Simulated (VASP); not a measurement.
Given:

```
PbF2
1.0
    0.00000     2.93987     2.93987
    2.93987     0.00000     2.93987
    2.93987     2.93987     0.00000
Pb F
1 2
Cartesian
  0.00000   0.00000   0.00000
  1.46994   1.46994   1.46994
  4.40981   4.40981   4.40981
```

Calculation: rev-vdW-DF2, VASP's PBE PAW potentials (set 64) (plane waves; VASP). Run with 520 eV cut-off, 7×7×7 Γ-centred mesh, Gaussian smearing of 0.050 eV, potentials Pb_d F.

Q: Give the stress tensor in GPa (positive for a compressed cell).

A: 
```
2.47  0.00  0.00
0.00  2.47  0.00
0.00  0.00  2.47
```
The pressure is its mean diagonal, 2.47 GPa.

The compound is PbF2 in the fluorite structure, the β form. This cell is one point of a volume scan, at 0.97 of the reference volume.
